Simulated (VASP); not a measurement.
Input:

```yaml
crystal:
  lattice:
    - [0.00000, 2.02774, 2.02774]
    - [2.02774, 0.00000, 2.02774]
    - [2.02774, 2.02774, 0.00000]
  atoms:
    - { symbol: Li, position: [0.00000, 0.00000, 0.00000] }
    - { symbol: F, position: [0.50000, 0.50000, 0.50000] }
```

Computed with PBE0 hybrid, VASP's PBE PAW potentials (set 64) (plane waves; VASP). Numerical set-up: 520 eV cut-off, 8×8×8 Γ-centred mesh, Gaussian smearing of 0.050 eV, potentials Li_sv F.

Predict the energy per atom (σ→0), pressure, band gap (over the mesh, the named points and PBE's band edges) with the smallest direct gap where there is one.

```yaml
band gap (over the mesh, the named points and PBE's band edges): 11.95 eV
smallest direct gap (over the mesh, the named points and PBE's band edges): 11.95 eV
energy per atom (σ→0): -5.953 eV/atom
pressure: -2.57 GPa
```

Only differences to runs with the same potentials and settings are physical.

The compound is LiF in the rock salt structure. It was relaxed first.
